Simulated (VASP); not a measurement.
Consider the following.

```
C
1.0
    0.00000     1.78350     1.78350
    1.78350     0.00000     1.78350
    1.78350     1.78350     0.00000
C
2
Direct
  0.00000   0.00000   0.00000
  0.25000   0.25000   0.25000
```

These are G0W0 on PBE orbitals, VASP's PBE PAW potentials (set 64) (plane waves; VASP 6.6.1) values and carry that method's errors. Settings: PREC = Normal, 500 eV cut-off, 6×6×6 Γ-centred mesh, Gaussian smearing of 0.010 eV, potentials C_GW_new.

The mesh is coarse and the basis finite, so the quasiparticle values are not converged.

NBANDS = 128, ENCUTGW = 180 eV, NOMEGA = 64. The PBE levels (eV) that the step starts from are:

```tsv
state	KS energy	filling
k1 (0.00, 0.00, 0.00), band 1	-8.79	2
k1 (0.00, 0.00, 0.00), band 2	12.69	2
k1 (0.00, 0.00, 0.00), band 3	12.69	2
k1 (0.00, 0.00, 0.00), band 4	12.69	2
k1 (0.00, 0.00, 0.00), band 5	18.29	0
k1 (0.00, 0.00, 0.00), band 6	18.29	0
k1 (0.00, 0.00, 0.00), band 7	18.29	0
k1 (0.00, 0.00, 0.00), band 8	26.04	0
k15 (-0.33, 0.33, 0.17), band 1	-1.23	2
k15 (-0.33, 0.33, 0.17), band 2	0.98	2
k15 (-0.33, 0.33, 0.17), band 3	4.87	2
k15 (-0.33, 0.33, 0.17), band 4	6.76	2
k15 (-0.33, 0.33, 0.17), band 5	21.48	0
k15 (-0.33, 0.33, 0.17), band 6	22.73	0
k15 (-0.33, 0.33, 0.17), band 7	26.45	0
k15 (-0.33, 0.33, 0.17), band 8	26.70	0
k16 (-0.33, 0.50, 0.17), band 1	0.47	2
k16 (-0.33, 0.50, 0.17), band 2	0.47	2
k16 (-0.33, 0.50, 0.17), band 3	4.88	2
k16 (-0.33, 0.50, 0.17), band 4	4.88	2
k16 (-0.33, 0.50, 0.17), band 5	20.91	0
k16 (-0.33, 0.50, 0.17), band 6	20.91	0
k16 (-0.33, 0.50, 0.17), band 7	27.22	0
k16 (-0.33, 0.50, 0.17), band 8	27.22	0
```

Task: Give the quasiparticle energies and renormalisation factors Z.

Result: 
| state | QP energy (eV) | Z |
|---|---|---|
| k1 (0.00, 0.00, 0.00), band 1 | -10.46 | 0.76 |
| k1 (0.00, 0.00, 0.00), band 2 | 11.89 | 0.83 |
| k1 (0.00, 0.00, 0.00), band 3 | 11.89 | 0.83 |
| k1 (0.00, 0.00, 0.00), band 4 | 11.89 | 0.83 |
| k1 (0.00, 0.00, 0.00), band 5 | 19.19 | 0.82 |
| k1 (0.00, 0.00, 0.00), band 6 | 19.19 | 0.82 |
| k1 (0.00, 0.00, 0.00), band 7 | 19.19 | 0.82 |
| k1 (0.00, 0.00, 0.00), band 8 | 26.86 | 0.77 |
| k15 (-0.33, 0.33, 0.17), band 1 | -2.69 | 0.75 |
| k15 (-0.33, 0.33, 0.17), band 2 | -0.38 | 0.76 |
| k15 (-0.33, 0.33, 0.17), band 3 | 3.60 | 0.79 |
| k15 (-0.33, 0.33, 0.17), band 4 | 5.62 | 0.80 |
| k15 (-0.33, 0.33, 0.17), band 5 | 22.23 | 0.82 |
| k15 (-0.33, 0.33, 0.17), band 6 | 23.63 | 0.81 |
| k15 (-0.33, 0.33, 0.17), band 7 | 27.53 | 0.77 |
| k15 (-0.33, 0.33, 0.17), band 8 | 27.76 | 0.77 |
| k16 (-0.33, 0.50, 0.17), band 1 | -0.95 | 0.75 |
| k16 (-0.33, 0.50, 0.17), band 2 | -0.95 | 0.75 |
| k16 (-0.33, 0.50, 0.17), band 3 | 3.66 | 0.79 |
| k16 (-0.33, 0.50, 0.17), band 4 | 3.66 | 0.79 |
| k16 (-0.33, 0.50, 0.17), band 5 | 21.60 | 0.82 |
| k16 (-0.33, 0.50, 0.17), band 6 | 21.60 | 0.82 |
| k16 (-0.33, 0.50, 0.17), band 7 | 28.32 | 0.77 |
| k16 (-0.33, 0.50, 0.17), band 8 | 28.32 | 0.77 |
On the mesh the gap opens from 4.15 to 5.50 eV.

The compound is C in the diamond structure. The cell was not relaxed at this level. The k-mesh is coarse (spacing up to 0.51 per Å, 2π included), so the numbers may not be converged in it.
